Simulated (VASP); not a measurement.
Output of a VASP run:

OSZICAR:
```
       N       E                     dE             d eps       ncg     rms          rms(c)
DAV:   1     0.226464251785E+03    0.22646E+03   -0.18471E+04   800   0.161E+03
DAV:   2    -0.379637204747E+02   -0.26443E+03   -0.25782E+03  1040   0.410E+02
DAV:   3    -0.481675249329E+02   -0.10204E+02   -0.10175E+02   948   0.773E+01
DAV:   4    -0.485679132427E+02   -0.40039E+00   -0.39958E+00  1428   0.128E+01
DAV:   5    -0.485694337824E+02   -0.15205E-02   -0.15205E-02   936   0.803E-01    0.838E+00
DAV:   6    -0.389876187253E+02    0.95818E+01   -0.47273E+00  1044   0.200E+01    0.298E+00
DAV:   7    -0.370763471133E+02    0.19113E+01   -0.16127E+00  1004   0.142E+01    0.215E+00
DAV:   8    -0.409790875751E+02   -0.39027E+01   -0.90710E-01   972   0.106E+01    0.103E+00
DAV:   9    -0.365000769598E+02    0.44790E+01   -0.84421E-01   900   0.713E+00    0.121E+00
DAV:  10    -0.372589488361E+02   -0.75887E+00   -0.31755E-01   892   0.462E+00    0.231E-01
DAV:  11    -0.372844464973E+02   -0.25498E-01   -0.61619E-03  1216   0.631E-01    0.250E-01
DAV:  12    -0.373393729787E+02   -0.54926E-01   -0.44598E-02   848   0.233E+00    0.244E-01
DAV:  13    -0.373412710499E+02   -0.18981E-02   -0.12202E-02   860   0.128E+00    0.143E-01
DAV:  14    -0.373451474134E+02   -0.38764E-02   -0.47047E-04   972   0.225E-01    0.144E-01
DAV:  15    -0.373471068934E+02   -0.19595E-02   -0.54415E-04   944   0.292E-01    0.689E-02
DAV:  16    -0.373476378898E+02   -0.53100E-03   -0.29100E-04  1112   0.187E-01    0.370E-02
DAV:  17    -0.373477200641E+02   -0.82174E-04   -0.33650E-05   980   0.755E-02    0.300E-02
DAV:  18    -0.373477031477E+02    0.16916E-04   -0.24345E-05  1076   0.399E-02    0.143E-02
DAV:  19    -0.373477045270E+02   -0.13793E-05   -0.98088E-06  1432   0.302E-02    0.393E-03
DAV:  20    -0.373477119113E+02   -0.73843E-05   -0.25728E-06   920   0.169E-02    0.288E-03
DAV:  21    -0.373477133583E+02   -0.14470E-05   -0.84405E-07  1256   0.102E-02    0.604E-04
DAV:  22    -0.373477135389E+02   -0.18060E-06   -0.15556E-07   708   0.391E-03    0.779E-04
DAV:  23    -0.373477136232E+02   -0.84338E-07   -0.46197E-08   588   0.225E-03
   1 F= -.37347714E+02 E0= -.37347714E+02  d E =-.907263E-17
```

File OUTCAR:
```
------------------------ aborting loop because EDIFF is reached ----------------------------------------
  FORCE on cell =-STRESS in cart. coord.  units (eV):
  Direction    XX          YY          ZZ          XY          YZ          ZX
  --------------------------------------------------------------------------------------
  Total        2.0435162      2.0435162      2.0435162      0.0000000      0.0000000     -0.0000000
  in kB       55.5391722     55.5391722     55.5391722      0.0000000      0.0000000     -0.0000000
  external PRESSURE =      55.5391722 kB  Pullay stress =       0.0000000 kB
  volume of cell :       58.95
      direct lattice vectors                 reciprocal lattice vectors
     3.891912690  0.000000000  0.000000000     0.256943071  0.000000000  0.000000000
     0.000000000  3.891912690  0.000000000     0.000000000  0.256943071  0.000000000
     0.000000000  0.000000000  3.891912690     0.000000000  0.000000000  0.256943071
 POSITION                                       TOTAL-FORCE (eV/Angst)
 -----------------------------------------------------------------------------------
      0.00000      0.00000      0.00000         0.000000      0.000000      0.000000
      1.94596      1.94596      1.94596         0.000000      0.000000      0.000000
      1.94596      0.00000      1.94596         0.000000      0.000000      0.000000
      0.00000      1.94596      1.94596         0.000000      0.000000      0.000000
      1.94596      1.94596      0.00000         0.000000      0.000000      0.000000
 -----------------------------------------------------------------------------------
    total drift:                                0.000000      0.000000     -0.000000
  FREE ENERGIE OF THE ION-ELECTRON SYSTEM (eV)
  ---------------------------------------------------
  free  energy   TOTEN  =       -37.3477136232 eV

  energy  without entropy=      -37.3477136232  energy(sigma->0) =      -37.34771362
```
(Selected blocks of OUTCAR.)

POSCAR:
```
KMgF3
1
    3.8919126896     0.0000000000     0.0000000000
    0.0000000000     3.8919126896     0.0000000000
    0.0000000000     0.0000000000     3.8919126896
K Mg F
1 1 3
Direct
  0.0000000000   0.0000000000   0.0000000000
  0.5000000000   0.5000000000   0.5000000000
  0.5000000000   0.0000000000   0.5000000000
  0.0000000000   0.5000000000   0.5000000000
  0.5000000000   0.5000000000   0.0000000000
```

Reconstruct the remaining input files.

One answer among several that fit: the input of the run itself, r2SCAN meta-GGA, plane waves, VASP's PBE PAW potentials (set 64).

**INCAR**
```
ALGO = Normal
EDIFF = 1E-7
ENCUT = 520
ISIF = 2
ISMEAR = 0
LASPH = .True.
LCHARG = .False.
LMIXTAU = .True.
LREAL = .False.
LWAVE = .False.
METAGGA = R2SCAN
NELM = 100
PREC = Accurate
SIGMA = 0.05
SYSTEM = KMgF3
```

**KPOINTS**
```
kpoints
0
G
6 6 6
0 0 0
```

POTCAR, in this order: K_sv Mg F (PBE.64 set). Program: vasp_std.

The compound is KMgF3 in the cubic perovskite structure. This cell is one point of a volume scan, at 0.94 of the reference volume.
